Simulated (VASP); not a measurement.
SrSb12Ru4:

```
CELL_PARAMETERS angstrom
-4.67763 4.67763 4.67763
4.67763 -4.67763 4.67763
4.67763 4.67763 -4.67763
ATOMIC_POSITIONS crystal
Sr 0.00000 0.00000 0.00000
Sb 0.15896 0.34321 0.50217
Sb 0.81575 0.15896 0.65679
Sb 0.65679 0.49783 0.84104
Sb 0.49783 0.84104 0.65679
Sb 0.34321 0.18425 0.84104
Sb 0.50217 0.15896 0.34321
Sb 0.34321 0.50217 0.15896
Sb 0.65679 0.81575 0.15896
Sb 0.18425 0.84104 0.34321
Sb 0.84104 0.65679 0.49783
Sb 0.84104 0.34321 0.18425
Sb 0.15896 0.65679 0.81575
Ru 0.00000 0.00000 0.50000
Ru 0.00000 0.50000 0.00000
Ru 0.50000 0.50000 0.50000
Ru 0.50000 0.00000 0.00000
```

The cell comes from a database or a generator and needn't be the stable form of this composition.

| Property | Result |
| --- | --- |
| Program | VASP 6.6.1 |
| Task | relaxation of cell and atoms |
| Functional | PBEsol |
| Potentials or basis | VASP PAW PBE potentials, release 64 (Sr_sv, Sb, Ru_pv) |
| Cutoff | 600 eV |
| k mesh | 6 × 6 × 6 |
| Occupations | methfessel-paxton, width 0.1 eV |
| Spin | no spin polarisation |

At the start: pressure -2.2 GPa; volume 24.08 Å³/atom.

Task: How do energy, volume and symmetry change on relaxing?

Result: Over 6 steps the energy falls by 4.1 meV/atom and the volume is 23.56 Å³/atom (-2.2 %); space group Im-3 (No. 204, to 0.05 Å).

Step by step:
| step | energy change (eV) | largest force (eV/Å) | pressure (GPa) | volume (Å³) |
| --- | --- | --- | --- | --- |
| 1 | 0.0000 | 0.1393 | -2.24 | 409.39 |
| 2 | 0.0303 | 0.0272 | 3.07 | 389.80 |
| 3 | -0.0675 | 0.0683 | 0.03 | 400.30 |
| 4 | -0.0675 | 0.0668 | 0.08 | 400.12 |
| 5 | -0.0694 | 0.0316 | 0.07 | 400.30 |
| 6 | -0.0699 | 0.0069 | 0.06 | 400.48 |

Final structure:
```cif
data_structure
_symmetry_space_group_name_H-M 'P 1'
_symmetry_Int_Tables_number 1
_cell_length_a 8.0427
_cell_length_b 8.0427
_cell_length_c 8.0427
_cell_angle_alpha 109.471
_cell_angle_beta 109.471
_cell_angle_gamma 109.471
_cell_volume 400.48
loop_
_atom_site_label
_atom_site_type_symbol
_atom_site_fract_x
_atom_site_fract_y
_atom_site_fract_z
_atom_site_occupancy
Sr1 Sr 0.00000 0.00000 0.00000 1
Sb1 Sb 0.15972 0.34255 0.50227 1
Sb2 Sb 0.81717 0.15972 0.65745 1
Sb3 Sb 0.65745 0.49773 0.84028 1
Sb4 Sb 0.49773 0.84028 0.65745 1
Sb5 Sb 0.34255 0.18283 0.84028 1
Sb6 Sb 0.50227 0.15972 0.34255 1
Sb7 Sb 0.34255 0.50227 0.15972 1
Sb8 Sb 0.65745 0.81717 0.15972 1
Sb9 Sb 0.18283 0.84028 0.34255 1
Sb10 Sb 0.84028 0.65745 0.49773 1
Sb11 Sb 0.84028 0.34255 0.18283 1
Sb12 Sb 0.15972 0.65745 0.81717 1
Ru1 Ru 0.00000 0.00000 0.50000 1
Ru2 Ru 0.00000 0.50000 0.00000 1
Ru3 Ru 0.50000 0.50000 0.50000 1
Ru4 Ru 0.50000 0.00000 0.00000 1
```

Caveat: the PAW data sets were made with another functional, which shifts forces and pressure a little.
